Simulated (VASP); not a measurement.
Consider the following.

```yaml
crystal:
  lattice:
    - [0.00000, 2.91885, 2.91885]
    - [2.91885, 0.00000, 2.91885]
    - [2.91885, 2.91885, 0.00000]
  atoms:
    - { symbol: Na, position: [0.00000, 0.00000, 0.00000] }
    - { symbol: Cl, position: [0.50000, 0.50000, 0.50000] }
```

The numbers are results of RPBE GGA, VASP's PBE PAW potentials (set 64) (plane waves; VASP), not measurements. Settings: 520 eV cut-off, 9×9×9 Γ-centred mesh, tetrahedra with Blöchl corrections, potentials Na_pv Cl.

Q: The job: NaCl (rock salt), 2 atoms, RPBE, static run, 520 eV, 9×9×9 Γ-centred mesh. Roughly how much core time does it take on a busy server core?

A: About 8 core-seconds (one run on a shared machine, a rough figure). It had 35 irreducible k-points, 11 bands, up to 1363 plane waves and 15 electronic steps.

The compound is NaCl in the rock salt structure. It was relaxed first, which changed the volume by +11 %.
